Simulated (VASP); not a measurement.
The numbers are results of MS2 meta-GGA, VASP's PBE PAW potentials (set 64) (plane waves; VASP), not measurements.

VASP input:

File POSCAR:
```
TiB2
1
    1.5216205678    -2.6355241596     0.0000000000
    1.5216205678     2.6355241596     0.0000000000
    0.0000000000     0.0000000000     3.2677629598
Ti B
1 2
Direct
  0.0000000000   0.0000000000   0.0000000000
  0.3333330000   0.6666670000   0.5000000000
  0.6666670000   0.3333330000   0.5000000000
```

File KPOINTS:
```
Automatic mesh
0
gamma
  12 12 9
```

### INCAR
```
SYSTEM  =  TiB2
PREC  =  Accurate; ENCUT  =  520; LREAL  =  .FALSE.
LASPH  =  .TRUE.
EDIFF  =  1E-7; NELM  =  100; ALGO  =  Normal
LMAXMIX  =  4; LMIXTAU  =  .TRUE.
ISMEAR  =  1; SIGMA  =  0.1
METAGGA  =  MS2
IBRION  =  2; NSW  =  30; ISIF  =  4
EDIFFG  =  -0.01
LWAVE  =  .FALSE.; LCHARG  =  .FALSE.
```

POTCAR, in this order: Ti_sv B (PBE.64 set). Program: vasp_std.

The run wrote:

**OUTCAR**
```
 ion  position               nearest neighbor table
   1  0.000  0.000  0.000-   2 2.40   3 2.40   2 2.40   3 2.40   3 2.40   3 2.40   2 2.40   2 2.40
                             3 2.40   3 2.40   2 2.40   2 2.40
   2  0.333  0.667  0.500-   3 1.76   3 1.76   3 1.76   1 2.40   1 2.40   1 2.40   1 2.40   1 2.40
                             1 2.40
   3  0.667  0.333  0.500-   2 1.76   2 1.76   2 1.76   1 2.40   1 2.40   1 2.40   1 2.40   1 2.40
                             1 2.40
  LATTYP: Found a hexagonal cell.
 ALAT       =     3.0432411584
 C/A-ratio  =     1.0737771967
 Subroutine PRICEL returns:
 Original cell was already a primitive cell.
 Subroutine GETGRP returns: Found 24 space group operations
The static configuration has the point symmetry D_6h.
The dynamic configuration has the point symmetry D_6h.
 Subroutine INISYM returns: Found 24 space group operations
 Subroutine IBZKPT returns following result:
 Found     95 irreducible k-points:

 Following reciprocal coordinates:
            Coordinates               Weight
  0.000000  0.000000  0.000000      1.000000
  0.083333 -0.000000  0.000000      6.000000
  0.166667  0.000000  0.000000      6.000000
  0.250000  0.000000  0.000000      6.000000
...
```

OSZICAR:
```
       N       E                     dE             d eps       ncg     rms          rms(c)
DAV:   1     0.103645995046E+03    0.10365E+03   -0.88471E+03  2470   0.151E+03
DAV:   2    -0.395002524252E+02   -0.14315E+03   -0.13972E+03  2505   0.384E+02
DAV:   3    -0.495868295475E+02   -0.10087E+02   -0.99513E+01  3741   0.945E+01
DAV:   4    -0.499110199943E+02   -0.32419E+00   -0.32292E+00  3264   0.158E+01
DAV:   5    -0.499216349309E+02   -0.10615E-01   -0.10614E-01  3739   0.262E+00    0.178E+01
DAV:   6    -0.336937253180E+02    0.16228E+02   -0.47155E+01  3346   0.100E+02    0.292E+00
DAV:   7    -0.325553890918E+02    0.11383E+01   -0.12841E+01  2655   0.484E+01    0.435E+00
DAV:   8    -0.322636732762E+02    0.29172E+00   -0.79897E-01  2991   0.117E+01    0.332E+00
DAV:   9    -0.334173757227E+02   -0.11537E+01   -0.35508E+00  3892   0.157E+01    0.345E+00
DAV:  10    -0.335119780631E+02   -0.94602E-01   -0.15357E-01  2692   0.334E+00    0.383E+00
DAV:  11    -0.323954361421E+02    0.11165E+01   -0.59637E+00  3210   0.231E+01    0.932E-01
DAV:  12    -0.323241194349E+02    0.71317E-01   -0.59160E-01  2722   0.968E+00    0.461E-01
DAV:  13    -0.323354997435E+02   -0.11380E-01   -0.35654E-02  3074   0.210E+00    0.238E-01
DAV:  14    -0.323252987165E+02    0.10201E-01   -0.83915E-03  2885   0.146E+00    0.125E-01
DAV:  15    -0.323228079461E+02    0.24908E-02   -0.68788E-03  3274   0.680E-01    0.952E-02
DAV:  16    -0.323230119525E+02   -0.20401E-03   -0.27355E-03  3794   0.501E-01    0.136E-01
DAV:  17    -0.323227868961E+02    0.22506E-03   -0.23344E-04  2555   0.219E-01    0.113E-01
DAV:  18    -0.323228236211E+02   -0.36725E-04   -0.34230E-05  3172   0.854E-02    0.843E-02
DAV:  19    -0.323227814431E+02    0.42178E-04   -0.35746E-04  3095   0.145E-01    0.360E-02
DAV:  20    -0.323228253910E+02   -0.43948E-04   -0.13482E-04  3616   0.736E-02    0.170E-02
DAV:  21    -0.323228534907E+02   -0.28100E-04   -0.30489E-05  2735   0.846E-02    0.122E-02
DAV:  22    -0.323228507103E+02    0.27805E-05   -0.32586E-05  2650   0.718E-02    0.608E-03
DAV:  23    -0.323228701292E+02   -0.19419E-04   -0.12752E-05  3747   0.425E-02    0.454E-03
DAV:  24    -0.323228702833E+02   -0.15414E-06   -0.11141E-06  2675   0.131E-02    0.498E-03
DAV:  25    -0.323228710703E+02   -0.78697E-06   -0.24658E-07  2503   0.579E-03    0.346E-03
DAV:  26    -0.323228694344E+02    0.16359E-05   -0.12274E-07  1497   0.474E-03    0.688E-04
DAV:  27    -0.323228693648E+02    0.69588E-07   -0.27579E-08  1235   0.210E-03
   1 F= -.32322869E+02 E0= -.32322886E+02  d E =-.323229E+02
       N       E                     dE             d eps       ncg     rms          rms(c)
DAV:   1    -0.323249264140E+02   -0.20570E-02   -0.85214E-02  2585   0.478E+00    0.284E-01
DAV:   2    -0.323239967101E+02    0.92970E-03   -0.58859E-03  2475   0.766E-01    0.157E-01
DAV:   3    -0.323239089222E+02    0.87788E-04   -0.20890E-03  2530   0.781E-01    0.524E-02
DAV:   4    -0.323236167448E+02    0.29218E-03   -0.15795E-03  2470   0.513E-01    0.148E-02
DAV:   5    -0.323234969173E+02    0.11983E-03   -0.26480E-04  2605   0.226E-01    0.652E-03
DAV:   6    -0.323235111379E+02   -0.14221E-04   -0.28335E-05  2878   0.787E-02    0.395E-03
DAV:   7    -0.323234999070E+02    0.11231E-04   -0.15362E-05  3538   0.501E-02    0.291E-03
DAV:   8    -0.323235014687E+02   -0.15617E-05   -0.48160E-06  3124   0.242E-02    0.501E-04
DAV:   9    -0.323235016332E+02   -0.16449E-06   -0.48135E-07  2660   0.956E-03    0.401E-04
DAV:  10    -0.323235006724E+02    0.96071E-06   -0.54489E-08  1253   0.373E-03    0.108E-04
DAV:  11    -0.323235009369E+02   -0.26447E-06   -0.28223E-08  1245   0.164E-03    0.145E-04
DAV:  12    -0.323235009228E+02    0.14133E-07   -0.79762E-09  1235   0.102E-03
   2 F= -.32323501E+02 E0= -.32323499E+02  d E =-.631558E-03
```

### OUTCAR
```
------------------------ aborting loop because EDIFF is reached ----------------------------------------
  FORCE on cell =-STRESS in cart. coord.  units (eV):
  Direction    XX          YY          ZZ          XY          YZ          ZX
  --------------------------------------------------------------------------------------
  Total       -1.1924128     -1.1924129     -1.1976485      0.0000000     -0.0000000      0.0000000
  in kB      -72.8925785    -72.8925799    -73.2126348      0.0000000     -0.0000000      0.0000000
  external PRESSURE =     -72.9992644 kB  Pullay stress =       0.0000000 kB
  volume of cell :       26.21
      direct lattice vectors                 reciprocal lattice vectors
     1.518827265 -2.630686015 -0.000000000     0.329201359 -0.190064492  0.000000000
     1.518827265  2.630686015  0.000000000     0.329201359  0.190064492  0.000000000
    -0.000000000 -0.000000000  3.279793620     0.000000000 -0.000000000  0.304897233
 POSITION                                       TOTAL-FORCE (eV/Angst)
 -----------------------------------------------------------------------------------
      0.00000     -0.00000      0.00000        -0.000000     -0.000000      0.000000
      1.51883      0.87690      1.63990        -0.000000     -0.000000      0.000000
      1.51883     -0.87690      1.63990         0.000000      0.000000     -0.000000
 -----------------------------------------------------------------------------------
    total drift:                               -0.000000     -0.000000      0.000000
  FREE ENERGIE OF THE ION-ELECTRON SYSTEM (eV)
  ---------------------------------------------------
  free  energy   TOTEN  =       -32.3235009228 eV

  energy  without entropy=      -32.3234945170  energy(sigma->0) =      -32.32349879

 reached required accuracy - stopping structural energy minimisation
```
(Selected blocks of OUTCAR.)

CONTCAR:
```
TiB2
   1.00000000000000
     1.5188272645508871   -2.6306860152644909   -0.0000000000000000
     1.5188272645508871    2.6306860152644909    0.0000000000000000
    -0.0000000000000000   -0.0000000000000000    3.2797936202782547
  Ti              B
     1     2
Direct
     0.0000000000000000    0.0000000000000000    0.0000000000000000
     0.3333330000000032    0.6666669999999968    0.5000000000000000
     0.6666669999999968    0.3333330000000032    0.5000000000000000
```

The compound is TiB2 in the AlB2 type structure. This cell is one point of a volume scan, at 1.03 of the reference volume. Symmetry was kept, so distortions that lower it aren't found.
